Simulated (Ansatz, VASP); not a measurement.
TaGa2 in VASP and in Ansatz

```
Ta Ga
1.0
     0.00000    3.96781    3.96781
     3.96781    0.00000    3.96781
     3.96781    3.96781    0.00000
Ta Ga
2 4
Direct
  0.25000 0.25000 0.25000
  0.00000 0.00000 0.00000
  0.62500 0.12500 0.62500
  0.62500 0.62500 0.12500
  0.12500 0.62500 0.62500
  0.62500 0.62500 0.62500
```

Change from the starting cell: species swapped into the TiBe2 type (Fd-3m, No. 227).

Alike in both runs: task single point; functional PBE; k mesh 4 × 4 × 4; occupations gaussian, width 0.1 eV; no spin polarisation.

```csv
,VASP,Ansatz
version,VASP 6.6.1,Ansatz 0.2.0
potentials or method,"VASP PAW PBE potentials, release 64 (Ta_pv, Ga_d)","scalar-relativistic, plane waves, PAW"
plane-wave cutoff (eV),520,420
valence electrons in the cell,74,78
```

```tsv
	VASP	Ansatz	Ansatz less VASP
gap on the k mesh at the Fermi level (eV)	none	none	-
pressure (GPa)	-19.3	-19.4	-0.08
```

A gap of «none» marks a metal or a gap that the smearing closes. With one functional, cell and mesh, what is left measures potentials, basis and numerics. The two sets of potentials don't hold the same shells in valence.

Caveats: so large a pressure means that the cell lies far from this level's equilibrium, or that cutoff or potentials fall short (VASP). The runs have no spin-orbit coupling, so splittings on Ta are missing.
